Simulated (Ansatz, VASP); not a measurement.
# SiO2 in two plane-wave programs, part 2 of 2

One calculation is typed for both programs; each brings its own data sets. How far apart do they land? The cell is taken from a series of runs on this material, whose earlier steps may have relaxed, scaled, displaced or heated it; both programs get it as it stands.

VASP 6.6.1 and Ansatz 0.2.0.

So far: Set-up; Ansatz: relaxation of cell and atoms, PBE with D3(BJ); VASP: relaxation of cell and atoms, PBE with D3(BJ); Comparison.

### 5. VASP: zone-centre phonons, PBE with D3(BJ)

Level of this step: PBE with D3(BJ); plane waves and PAW (Si, O) (VASP).

Second derivatives magnify differences that forces hide, and they need a tight electronic threshold.

INCAR

```
SYSTEM = SiO2
PREC = Accurate
ENCUT = 600
EDIFF = 1E-08
NELM = 120
ISMEAR = 0
SIGMA = 0.01
LREAL = .FALSE.
ALGO = Normal
GGA = PE
IVDW = 12
NBANDS = 33
LORBIT = 11
LWAVE = .FALSE.
LCHARG = .FALSE.
ISIF = 2
IBRION = 6
NFREE = 2
POTIM = 0.015
NSW = 1
LASPH = .TRUE.
GGA_COMPAT = .FALSE.
EFERMI = MIDGAP
KPAR = 2
```

POSCAR

```
SiO2
1.0
    4.9168317760      0.0000000000      0.0000000000
   -2.4584158880      4.2581012242      0.0000000000
    0.0000000000      0.0000000000      5.4226504007
Si O
3 6
Direct
    0.4662127739      0.0000000000      0.6666666667
    0.0000000000      0.4662127739      0.3333333333
    0.5337872261      0.5337872261      0.0000000000
    0.4101680189      0.2737942401      0.7799098459
    0.7262057599      0.1363737787      0.4465765125
    0.8636262213      0.5898319811      0.1132431792
    0.2737942401      0.4101680189      0.2200901541
    0.1363737787      0.7262057599      0.5534234875
    0.5898319811      0.8636262213      0.8867568208
```

KPOINTS

```
Automatic mesh
0
Gamma
6 6 4
0 0 0
```

Potentials, in the order of the species: Si and O (PBE family, release 64).

Started as:

```console
mpirun -np 2 vasp_std
```

Numbers of over 12 decimals in the logs are rounded to 6 here.

Output:

```text
[... set-up lines as in an earlier step ...]
 entering main loop
       N       E                     dE             d eps       ncg     rms          rms(c)
DAV:   1     0.304138505458E+03    0.30414E+03   -0.27395E+04  1584   0.151E+03
DAV:   2    -0.601028091923E+02   -0.36424E+03   -0.35057E+03  2078   0.322E+02
DAV:   3    -0.801086124895E+02   -0.20006E+02   -0.19913E+02  1992   0.797E+01
DAV:   4    -0.803359932607E+02   -0.22738E+00   -0.22713E+00  1960   0.947E+00
[...]
DAV:  13    -0.711113655193E+02   -0.14455E-05   -0.11399E-05  1952   0.187E-02    0.378E-03
DAV:  14    -0.711113661380E+02   -0.61866E-06   -0.55490E-07  1968   0.430E-03    0.751E-04
DAV:  15    -0.711113661367E+02    0.12615E-08   -0.34145E-08  1744   0.101E-03
   1 F= -.72394499E+02 E0= -.72394499E+02  d E =0.000000E+00
[... from here on, the cycles between the ionic steps are left out ...]
   2 F= -.72389600E+02 E0= -.72389600E+02  d E =0.000000E+00
   3 F= -.72390093E+02 E0= -.72390093E+02  d E =0.000000E+00
   5 F= -.72389516E+02 E0= -.72389516E+02  d E =0.000000E+00
   6 F= -.72389292E+02 E0= -.72389292E+02  d E =0.000000E+00
   7 F= -.72389292E+02 E0= -.72389292E+02  d E =0.000000E+00
   8 F= -.72393025E+02 E0= -.72393025E+02  d E =0.000000E+00
   9 F= -.72392680E+02 E0= -.72392680E+02  d E =0.000000E+00
  10 F= -.72390930E+02 E0= -.72390930E+02  d E =0.000000E+00
  11 F= -.72390785E+02 E0= -.72390785E+02  d E =0.000000E+00
  12 F= -.72391832E+02 E0= -.72391832E+02  d E =0.000000E+00
  13 F= -.72391681E+02 E0= -.72391681E+02  d E =0.000000E+00
 Finite differences progress:
  Degree of freedom:   6/  6
  Displacement:        2/  2
  Total:              12/ 12
```

From OUTCAR (step 5):

```text
 Edisp (eV)   -1.28308

  FREE ENERGIE OF THE ION-ELECTRON SYSTEM (eV)
  ---------------------------------------------------
  free  energy   TOTEN  =       -72.3916814404 eV

  energy  without entropy=      -72.3916814404  energy(sigma->0) =      -72.39168144

[... 1 part as in an earlier step ...]

[... 1 further part left out ...]
[key lines of the parts left out:]
E-fermi :   3.9922
```

The last energy, forces, stress and levels in OUTCAR belong to the last displaced cell, not to the cell of POSCAR.

Levels, forces or a CONTCAR printed for this step are those of its last displaced cell, not of the structure at rest.

### 6. Ansatz: zone-centre phonons, PBE with D3(BJ)

The same cell, functional and mesh now go to Ansatz, which takes its cutoff from its data sets.

The cell is taken from a series of runs on this material, whose earlier steps may have relaxed, scaled, displaced or heated it; both programs get it as it stands.

input.yaml

```yaml
crystal:
  lattice:
    - [4.916831776, 0.0, 0.0]
    - [-2.458415888, 4.2581012242, 0.0]
    - [0.0, 0.0, 5.4226504007]
  atoms:
    - { symbol: Si, position: [0.4662127739, 0.0, 0.6666666667] }
    - { symbol: Si, position: [0.0, 0.4662127739, 0.3333333333] }
    - { symbol: Si, position: [0.5337872261, 0.5337872261, 0.0] }
    - { symbol: O, position: [0.4101680189, 0.2737942401, 0.7799098459] }
    - { symbol: O, position: [0.7262057599, 0.1363737787, 0.4465765125] }
    - { symbol: O, position: [0.8636262213, 0.5898319811, 0.1132431792] }
    - { symbol: O, position: [0.2737942401, 0.4101680189, 0.2200901541] }
    - { symbol: O, position: [0.1363737787, 0.7262057599, 0.5534234875] }
    - { symbol: O, position: [0.5898319811, 0.8636262213, 0.8867568208] }
kpoints:
  mp_grid: { grid: [6, 6, 4] }
hamiltonian:
  xc: pbe
  dispersion: d3bj
  pseudopotentials: { kind: paw, azcp: { folder: soft_1 } }
scf:
  occupations: { method: fixed }
output:
  eigenvalues: true
phonons:
  method: dfpt
  dielectric: true
  rigid_motions: translations
```

Started as:

```console
ansatz run input.yaml --threads 4 --pin off --max-ram 8192MiB --backend cpu --events-out ev --progress --plain --runs-dir out
```

Output:

```text
[...]
Crystal: 9 atoms, lattice volume = 113.531 Å³
Basis set: ecut = 420 eV, 2209 PW (Γ), exchange–correlation on 72×72×96 points (8 copies of the dense FFT grid, shifted against one another)
Bands: 33, of which v1, the nominal top of the filled ones, is band 24 counted from 1 (23 counted from 0)
Symmetry: 6 space group operations
k-points: 76 of 144 (irreducible under 1 space group operation, time reversal used)
[...]
ω (cm⁻¹)  modes    IR ((D/Å)²/amu)
[...]
optical modes at Γ + LO–TO along q̂ = [0.0000, 1.0000, 0.0000]:
      ω (cm⁻¹)  modes    IR ((D/Å)²/amu)
[...]
optical modes at Γ + LO–TO along q̂ = [0.0000, 0.0000, 1.0000]:
      ω (cm⁻¹)  modes    IR ((D/Å)²/amu)
[...]
1028.82      2            82.9339
       1047.53      1             0.0000
       1121.91      2             1.3832
       1201.45      1            53.3054
[key lines of the parts left out:]
SCF converged after 9 iterations
Free energy (F): -5323.505481 eV
Fermi energy:    2.491729 eV
```

### 7. Comparison

What differs besides the data sets and the points named for the pairs above, as far as they apply: Ansatz takes the dispersion share of the force constants at frozen C6 weights, VASP differentiates the full forces; VASP uses finite displacements, Ansatz perturbation theory. Total energies have different zeros and are not compared.

Both answers:

| quantity | Ansatz | VASP | difference |
| --- | --- | --- | --- |
| optical mode 1 to 2 (cm⁻¹) | 127.8 | 128.1 | -0.18 % |
| optical mode 3 (cm⁻¹) | 219.0 | 218.8 | +0.11 % |
| optical mode 4 to 5 (cm⁻¹) | 256.0 | 256.7 | -0.28 % |
| optical mode 6 (cm⁻¹) | 336.1 | 337.0 | -0.26 % |
| optical mode 7 (cm⁻¹) | 338.1 | 339.9 | -0.52 % |
| optical mode 8 to 9 (cm⁻¹) | 373.7 | 374.4 | -0.20 % |
| optical mode 10 to 11 (cm⁻¹) | 429.7 | 431.5 | -0.42 % |
| optical mode 12 (cm⁻¹) | 450.8 | 450.4 | +0.10 % |
| optical mode 13 (cm⁻¹) | 477.7 | 478.8 | -0.24 % |
| optical mode 14 to 15 (cm⁻¹) | 677.5 | 677.3 | +0.02 % |
| optical mode 16 (cm⁻¹) | 752.0 | 753.0 | -0.14 % |
| optical mode 17 to 18 (cm⁻¹) | 776.9 | 775.4 | +0.20 % |
| optical mode 19 to 20 (cm⁻¹) | 1028.8 | 1037.9 | -0.87 % |
| optical mode 21 (cm⁻¹) | 1038.7 | 1047.9 | -0.87 % |
| optical mode 22 (cm⁻¹) | 1047.5 | 1056.5 | -0.85 % |
| optical mode 23 to 24 (cm⁻¹) | 1121.9 | 1124.7 | -0.25 % |

Modes are paired by rising frequency, not by their patterns, so a pair may set unlike modes beside each other; they are those without the splitting of longitudinal modes.

### 8. Summary of results

```json
{"difference in volume (relaxation of cell and atoms, PBE with D3(BJ))": "0.079 %", "r.m.s. difference of the optical zone-centre modes, each program's sorted by frequency (zone-centre phonons, PBE with D3(BJ))": "3.9 cm⁻¹", "difference in optical mode 19 to 20 (zone-centre phonons, PBE with D3(BJ))": "-0.9 %"}
```

**Reading.** The difference in volume is 0.079 % (relaxation of cell and atoms, PBE with D3(BJ)), within the 1.2 % picked in this series as the mark of a large difference, as far as the stopping tolerances let one tell. Among the rows given in per cent, the largest difference of the zone-centre phonons, PBE with D3(BJ) pair is in optical mode 19 to 20, -0.9 %. How closely two codes agree says nothing of how well the functional describes the real material.

[Lines on the potential files, build, host, timing and source positions are cut from VASP's logs without a mark.]

[Logs are printed without paths, hosts, clocks, repeated set-up lines and the standing remarks that a program may print on its own settings, such as how far it seeks lower states.]

[Hosts, paths, dates, database ids (printed as entryN), source tags and the programs' standing remarks are cut or masked in the printed files.]
